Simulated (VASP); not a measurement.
Consider the following.

```
CELL_PARAMETERS angstrom
      1.58009    -2.73680     0.00000
      1.58009     2.73680     0.00000
      0.00000     0.00000     3.60593
ATOMIC_POSITIONS crystal
  Mg 0.00000 0.00000 0.00000
  B  0.33333 0.66667 0.50000
  B  0.66667 0.33333 0.50000
```

All values below come from RPBE GGA, VASP's PBE PAW potentials (set 64) (plane waves; VASP). Run with 520 eV cut-off, 11×11×9 Γ-centred mesh, first-order Methfessel-Paxton smearing of 0.10 eV, potentials Mg B.

**Question.** The ions and cell shape at fixed volume are relaxed. What does this cell relax into?

**Answer.** 
```
CELL_PARAMETERS angstrom
      1.56878    -2.71721     0.00000
      1.56878     2.71721     0.00000
      0.00000     0.00000     3.65812
ATOMIC_POSITIONS crystal
  Mg 0.00000 0.00000 0.00000
  B  0.33333 0.66667 0.50000
  B  0.66667 0.33333 0.50000
```
Space group P6/mmm (191), at a tolerance of 0.03 Å.

**Question.** How much energy does the relaxation gain?

**Answer.** The energy (σ→0) changes by -3.2 meV/atom, in 3 ionic steps.

| step | E(σ→0) (eV) | max force (eV/Å) | pressure (GPa) | volume (Å³) |
|---|---|---|---|---|
| 1 | -14.4692 | 0.000 | -7.88 | 31.19 |
| 2 | -14.4788 | 0.000 | -7.17 | 31.19 |
| 3 | -14.4789 | 0.000 | -7.09 | 31.19 |

The compound is MgB2 in the AlB2 type structure. This cell is one point of a volume scan, at 1.06 of the reference volume. Symmetry was kept, so distortions that lower it aren't found.
